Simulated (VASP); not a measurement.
Input:

```
CELL_PARAMETERS angstrom
      4.20032     0.00000     0.00000
      0.00000     4.20032     0.00000
      0.00000     0.00000     2.69004
ATOMIC_POSITIONS crystal
  Si 0.00000 0.00000 0.00000
  Si 0.50000 0.50000 0.50000
  O  0.30607 0.30607 0.00000
  O  0.80607 0.19393 0.50000
  O  0.19393 0.80607 0.50000
  O  0.69393 0.69393 0.00000
```

Method: TPSS meta-GGA, VASP's PBE PAW potentials (set 64) (plane waves; VASP). Numerical set-up: 520 eV cut-off, 6×6×9 Γ-centred mesh, tetrahedra with Blöchl corrections, potentials Si O.

The cores are frozen, which limits the accuracy of field gradients.

Problem. Give the principal components of the electric field gradient (V/Å²) and the asymmetry η at each nucleus.

Solution. 
```json
[
 {"atom": "Si1", "Vxx": "-16.3", "Vyy": "-2.8", "Vzz": "19.1", "η": "0.71"},
 {"atom": "Si2", "Vxx": "-16.3", "Vyy": "-2.8", "Vzz": "19.1", "η": "0.71"},
 {"atom": "O3", "Vxx": "61.0", "Vyy": "47.9", "Vzz": "-108.9", "η": "0.12"},
 {"atom": "O4", "Vxx": "61.0", "Vyy": "47.9", "Vzz": "-108.9", "η": "0.12"},
 {"atom": "O5", "Vxx": "61.0", "Vyy": "47.9", "Vzz": "-108.9", "η": "0.12"},
 {"atom": "O6", "Vxx": "61.0", "Vyy": "47.9", "Vzz": "-108.9", "η": "0.12"}
]
```

The compound is SiO2 in the rutile structure, stishovite, a high-pressure form. It was relaxed first.
